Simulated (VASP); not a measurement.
An input for Quantum ESPRESSO's pw.x (written as the equivalent of a VASP run, and not itself run):

```
&CONTROL
  calculation = 'vc-relax'
  pseudo_dir = './pseudo'
  outdir = './out'
  tprnfor = .true.
  tstress = .true.
  nstep = 60
  forc_conv_thr = 0.00078
/
&SYSTEM
  ibrav = 0
  nat = 6
  ntyp = 3
  ecutwfc = 72
  occupations = 'smearing'
  smearing = 'gaussian'
  degauss = 0.003675
  input_dft = 'pbesol'
/
&ELECTRONS
  conv_thr = 7.3e-08
  electron_maxstep = 100
/
&IONS
/
&CELL
/
ATOMIC_SPECIES
  Ca 40.078 Ca.upf
  H 1.008 H.upf
  I 126.904 I.upf
CELL_PARAMETERS angstrom
     3.9717883   -0.0000000   -0.0000000
     0.0000000    3.9717883   -0.0000000
     0.0000000    0.0000000    8.7465596
ATOMIC_POSITIONS crystal
  Ca   0.0000000  0.5000000  0.1364896
  Ca   0.5000000  0.0000000  0.8635104
  H    0.5000000  0.5000000  1.0000000
  H    0.0000000  0.0000000  1.0000000
  I    0.0000000  0.5000000  0.6861316
  I    0.5000000  0.0000000  0.3138684
K_POINTS automatic
  5 5 3 0 0 0
```

Q: Translate this input to VASP (INCAR, KPOINTS, POSCAR, choice of POTCAR).

A: This is not unique; one that fits is 
INCAR:
```
SYSTEM = CaHI
PREC = Accurate; ENCUT = 400; LREAL = .FALSE.
LASPH = .TRUE.
EDIFF = 1E-6; NELM = 100; ALGO = Normal
LMAXMIX = 4
ISMEAR = 0; SIGMA = 0.05
GGA = PS
IBRION = 2; NSW = 60; ISIF = 3
EDIFFG = -0.02
LWAVE = .FALSE.; LCHARG = .FALSE.
```

### POSCAR
```
CaHI
1
    3.9717882789    -0.0000000000    -0.0000000000
    0.0000000000     3.9717882789    -0.0000000000
    0.0000000000     0.0000000000     8.7465595635
Ca H I
2 2 2
Direct
  0.0000000000   0.5000000000   0.1364895538
  0.5000000000   0.0000000000   0.8635104462
  0.5000000000   0.5000000000   1.0000000000
  0.0000000000   0.0000000000   1.0000000000
  0.0000000000   0.5000000000   0.6861316092
  0.5000000000   0.0000000000   0.3138683908
```

KPOINTS:
```
Automatic mesh
0
Gamma
5 5 3
0 0 0
```

POTCAR, in this order: Ca_sv H I (PBE.64 set). Program: vasp_std.

The two are equivalent in intent, not identical: the potentials are each code's own (VASP's PAW set, PseudoDojo norm-conserving files in pw.x), so ENCUT and ecutwfc are chosen apart and not converted; conv_thr bounds pw.x's estimated SCF error, while EDIFF bounds the energy change between steps; forc_conv_thr acts on force components and is met together with etot_conv_thr.

The structure comes from a computed database's CaHI entry (P4/nmm); how it stands against other phases isn't given here. It was relaxed first, which changed the volume by -9 %. The start is the result of an earlier pass.
